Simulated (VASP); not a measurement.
OSZICAR of a VASP run on Mo (space group Im-3m):

**OSZICAR**
```
       N       E                     dE             d eps       ncg     rms          rms(c)
DAV:   1     0.530496435819E+02    0.53050E+02   -0.61976E+03  2758   0.881E+02
DAV:   2    -0.107722398019E+02   -0.63822E+02   -0.61853E+02  2859   0.260E+02
DAV:   3    -0.114135369084E+02   -0.64130E+00   -0.62836E+00  3111   0.257E+01
DAV:   4    -0.114147202888E+02   -0.11834E-02   -0.11833E-02  2811   0.129E+00
DAV:   5    -0.114147247264E+02   -0.44377E-05   -0.44372E-05  3143   0.740E-02    0.169E+01
DAV:   6    -0.109150031275E+02    0.49972E+00   -0.81615E-01  2817   0.111E+01    0.540E+00
DAV:   7    -0.108307178334E+02    0.84285E-01   -0.21668E-01  3042   0.541E+00    0.822E-01
DAV:   8    -0.108267716504E+02    0.39462E-02   -0.35829E-03  2730   0.858E-01    0.141E-01
DAV:   9    -0.108267947010E+02   -0.23051E-04   -0.10635E-04  3054   0.123E-01    0.660E-02
DAV:  10    -0.108268014650E+02   -0.67640E-05   -0.87985E-06  2880   0.389E-02    0.929E-03
DAV:  11    -0.108268015914E+02   -0.12641E-06   -0.29381E-07  1617   0.597E-03
   1 F= -.10826802E+02 E0= -.10826127E+02  d E =-.134947E-02
```

Question: Which electronic solver shows in the log?

Answer: It is blocked Davidson (ALGO = Normal, or the opening steps of other solvers). The INCAR had ALGO = Normal.

Question: Can the final energy be trusted as converged?

Answer: The run converged. It stopped with EDIFF = 1E-6, NELM = 100 (PBE GGA, plane waves, VASP's PBE PAW potentials (set 64)).

The structure comes from a computed database's Mo entry; how it stands against other phases isn't given here. The cell was not relaxed at this level, and its volume differs by -5.9 % from the start's.
